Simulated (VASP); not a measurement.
A snapshot from molecular dynamics of Ge, step 31; the first frame, the perfect lattice, has an electronic free energy F (no ionic kinetic energy) of -4.325 eV/atom.

Input:

```
Ge
1.0
   11.31600     0.00000     0.00000
    0.00000    11.31600     0.00000
    0.00000     0.00000    11.31600
Ge
64
Direct
  0.49666   0.99212   0.00434
  0.62249   0.10432   0.13333
  0.75302   0.24644   0.00689
  0.87980   0.37076   0.13291
  0.74383   0.97657   0.26027
  0.85690   0.12164   0.37819
  0.99705   0.99709   0.99056
  0.11552   0.11992   0.12744
  0.24506   0.25745   0.00739
  0.37996   0.38811   0.11946
  0.51021   0.51947   0.99155
  0.63303   0.63162   0.12201
  0.75767   0.73788   0.98476
  0.88131   0.86703   0.11395
  0.23575   0.00924   0.25078
  0.36934   0.11781   0.37503
  0.47833   0.24393   0.23125
  0.62856   0.36550   0.35858
  0.76168   0.50634   0.24595
  0.88490   0.64739   0.37931
  0.49778   0.99606   0.49758
  0.62165   0.11282   0.63350
  0.73921   0.25187   0.49747
  0.86669   0.38153   0.62219
  0.74970   0.99498   0.75857
  0.87050   0.12457   0.87846
  0.00384   0.50843   0.01075
  0.13466   0.63378   0.12096
  0.25149   0.77005   0.99519
  0.36389   0.87867   0.14492
  0.99244   0.23426   0.24832
  0.12118   0.35951   0.38021
  0.24405   0.49686   0.26280
  0.36876   0.61530   0.38116
  0.49033   0.74252   0.24097
  0.60230   0.86206   0.37627
  0.01547   0.02226   0.49743
  0.14051   0.13274   0.63141
  0.26914   0.25765   0.50658
  0.37504   0.38317   0.63390
  0.50732   0.47990   0.47811
  0.61824   0.61891   0.62355
  0.75066   0.74961   0.50815
  0.87915   0.89119   0.61517
  0.25628   0.99811   0.74742
  0.37278   0.11972   0.89008
  0.50178   0.24480   0.75252
  0.62620   0.37332   0.87603
  0.74827   0.50718   0.74920
  0.88216   0.63017   0.86243
  0.01713   0.76460   0.24291
  0.13122   0.88467   0.38988
  0.00566   0.49947   0.49444
  0.13344   0.62303   0.62116
  0.25748   0.74431   0.49923
  0.37964   0.87405   0.62781
  0.99325   0.25589   0.74557
  0.11797   0.37104   0.88180
  0.25189   0.51158   0.76374
  0.37445   0.63788   0.88327
  0.50590   0.74812   0.73317
  0.61327   0.86334   0.87544
  0.00122   0.75838   0.74204
  0.12490   0.87103   0.86428
```

All values below come from PBE GGA, VASP's PBE PAW potentials (set 64) (plane waves; VASP). Run with PREC = Normal, LREAL = Auto, ISYM = 0, EDIFF = 1E-5, 300 eV cut-off, 1×1×1 Γ-centred mesh, Fermi-Dirac smearing of 0.026 eV, potentials Ge.

Task: Give F per atom of this frame and the forces (eV/Å).

Result: -4.269 eV/atom.
```tsv
atom	Fx	Fy	Fz
Ge1	0.02	-0.51	0.20
Ge2	0.14	1.06	-0.11
Ge3	-0.67	0.26	0.28
Ge4	-0.19	0.34	-0.59
Ge5	0.58	0.24	-0.68
Ge6	0.79	-0.54	0.02
Ge7	0.79	0.19	-0.10
Ge8	-0.12	0.23	-1.50
Ge9	0.39	-0.65	-0.02
Ge10	-0.97	0.73	-0.14
Ge11	0.00	-1.22	0.19
Ge12	0.11	-0.45	0.38
Ge13	-0.56	1.49	0.58
Ge14	-0.95	0.08	0.59
Ge15	0.77	-0.52	0.72
Ge16	0.21	0.88	0.26
Ge17	1.94	-0.62	0.83
Ge18	-0.22	-0.54	-1.33
Ge19	-0.13	0.52	0.85
Ge20	0.13	-1.37	-0.62
Ge21	0.01	0.58	0.09
Ge22	0.09	0.48	-0.61
Ge23	0.16	-0.31	0.86
Ge24	0.17	-0.20	-0.40
Ge25	-0.05	-0.18	-0.35
Ge26	0.18	0.38	-0.35
Ge27	-0.39	-0.34	-1.16
Ge28	0.27	-0.38	0.79
Ge29	0.34	-0.45	0.75
Ge30	-0.02	0.28	-1.27
Ge31	-0.07	0.70	1.00
Ge32	-0.06	-0.30	-0.09
Ge33	-0.13	-0.15	-1.44
Ge34	1.16	-0.15	-0.51
Ge35	0.02	-0.64	0.67
Ge36	1.24	-0.77	0.49
Ge37	-1.10	0.07	0.18
Ge38	-0.71	0.62	0.08
Ge39	-0.96	-0.42	-0.65
Ge40	0.94	0.29	0.56
Ge41	-0.69	1.48	1.81
Ge42	0.57	-1.23	-1.36
Ge43	-0.59	0.84	-0.45
Ge44	-0.12	-0.27	0.63
Ge45	0.17	0.32	0.82
Ge46	-0.35	0.58	-0.60
Ge47	-0.54	0.22	0.21
Ge48	0.14	-0.01	0.34
Ge49	0.01	-0.49	0.17
Ge50	0.60	-1.27	0.53
Ge51	-0.16	0.04	0.63
Ge52	-0.15	-0.98	-0.70
Ge53	-0.37	0.34	0.06
Ge54	-0.89	-0.13	0.71
Ge55	-0.06	1.22	0.41
Ge56	-0.65	-0.11	-0.77
Ge57	0.38	-0.35	0.04
Ge58	-0.23	0.83	-0.27
Ge59	-0.28	-0.75	-0.41
Ge60	0.42	0.44	-0.77
Ge61	-0.86	0.08	1.50
Ge62	0.85	0.02	0.16
Ge63	0.04	-0.53	-1.47
Ge64	-0.28	1.04	0.44
```

The cell is a supercell, built from Ge (diamond). Its lattice is the typed one, not relaxed at this level.
